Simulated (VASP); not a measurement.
```xyz
4
Lattice="3.8068 0.0000 0.0000 -1.9034 3.2968 0.0000 0.0000 0.0000 6.7205" Properties=species:S:1:pos:R:3 pbc="T T T"
Ba     3.8068     0.0000     6.7205
Ba     3.8068     0.0000     3.3602
O      0.0000     2.1979     1.6801
O      1.9034     1.0989     5.0404
```

Level of theory: PBEsol GGA, VASP's PBE PAW potentials (set 64) (plane waves; VASP). Run with 520 eV cut-off, 9×9×5 Γ-centred mesh, tetrahedra with Blöchl corrections, potentials Ba_sv O.

Unless said otherwise, spin-orbit coupling is left out, though it shifts the bands of the heavy elements here.

Tabulate the total density of states (states/eV per cell) against energy (eV; zero at the valence-band maximum or, without a gap, the Fermi level).

(E (eV), DOS (states/eV)): (-9.90, 0.06); (-9.67, 0.00); (-9.56, 0.00); (-9.33, 0.00); (-9.10, 0.00); (-8.88, 0.00); (-8.76, 0.00); (-8.53, 0.00); (-8.30, 0.00); (-8.19, 0.00); (-7.96, 0.00); (-7.73, 0.00); (-7.51, 0.00); (-7.39, 0.00); (-7.16, 0.00); (-6.93, 0.00); (-6.82, 0.00); (-6.59, 0.00); (-6.36, 0.00); (-6.25, 0.00); (-6.02, 0.00); (-5.79, 0.00); (-5.56, 0.00); (-5.45, 0.00); (-5.22, 0.00); (-4.99, 0.00); (-4.88, 0.00); (-4.65, 0.00); (-4.42, 0.00); (-4.19, 0.00); (-4.08, 0.00); (-3.85, 0.00); (-3.62, 0.00); (-3.51, 0.00); (-3.28, 0.00); (-3.05, 0.00); (-2.82, 0.00); (-2.71, 0.00); (-2.48, 0.00); (-2.25, 0.00); (-2.14, 0.03); (-1.91, 1.06); (-1.68, 6.13); (-1.57, 10.7); (-1.34, 7.80); (-1.11, 7.42); (-0.88, 7.52); (-0.77, 6.64); (-0.54, 9.66); (-0.31, 7.44); (-0.20, 3.82); (0.03, 0.01); (0.26, 0.00); (0.49, 0.00); (0.60, 0.00); (0.83, 0.00); (1.06, 0.00); (1.17, 0.00); (1.40, 0.00); (1.63, 0.00); (1.86, 0.00); (1.97, 0.00); (2.20, 0.01); (2.43, 0.27); (2.54, 0.53); (2.77, 1.09); (3.00, 1.34); (3.11, 1.31); (3.34, 1.53); (3.57, 1.56); (3.80, 1.64); (3.91, 1.63); (4.14, 3.12); (4.37, 2.79); (4.48, 2.14); (4.71, 2.25); (4.94, 2.88); (5.17, 2.39); (5.28, 3.11); (5.51, 1.96)
Within 2 eV below the valence-band maximum the largest weight inside VASP's projection spheres is O p.

The structure was generated: BaO was put into the NiAs type type (P6_3/mmc), which need not be its known phase. It was relaxed first, which changed the volume by -22 %.
